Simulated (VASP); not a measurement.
Energy against volume of SrTiO$_{3}$ (cubic perovskite). These are revPBE GGA, VASP's PBE PAW potentials (set 64) (plane waves; VASP) values and carry that method's errors. Run with 520 eV cut-off, 6×6×6 Γ-centred mesh, Gaussian smearing of 0.050 eV, potentials Sr_sv Ti_sv O.

```csv
V (Å³/atom),E (eV/atom)
11.747,-7.65065
12.122,-7.66977
12.497,-7.67578
12.872,-7.67062
```

Fit these four points and predict the energy of the run at 13.247 Å³/atom.

A cubic in V^(−2/3), the third-order Birch-Murnaghan form, passes through the four points with V0 = 12.50 Å³/atom and B0 = 158 GPa, and gives -7.6560 eV/atom there. The run gave -7.6560 eV/atom, +0.0 meV/atom from the fit; all five points give B0 = 158 GPa.

The compound is SrTiO3 in the cubic perovskite structure, the ideal cubic form; the compound distorts at low or room temperature. It was relaxed first.
